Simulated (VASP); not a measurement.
Data:

```
CELL_PARAMETERS angstrom
      0.00000     2.76263     2.76263
      2.76263     0.00000     2.76263
      2.76263     2.76263     0.00000
ATOMIC_POSITIONS crystal
  Ca 0.00000 0.00000 0.00000
```

Method: PBE GGA, VASP's PBE PAW potentials (set 64) (plane waves; VASP). Settings: 520 eV cut-off, 13×13×13 Γ-centred mesh, tetrahedra with Blöchl corrections, potentials Ca_sv.

### Question
Predict the energy per atom (σ→0), band gap (on the k-mesh) with the smallest direct gap where there is one.

### Answer

| Property | Value |
|---|---|
| band gap (on the k-mesh) | none (metal, semimetal or under 0.01 eV) |
| energy per atom (σ→0) | -1.929 eV/atom |

Only differences to runs with the same potentials and settings are physical.

The compound is Ca in the fcc structure. It was relaxed first.
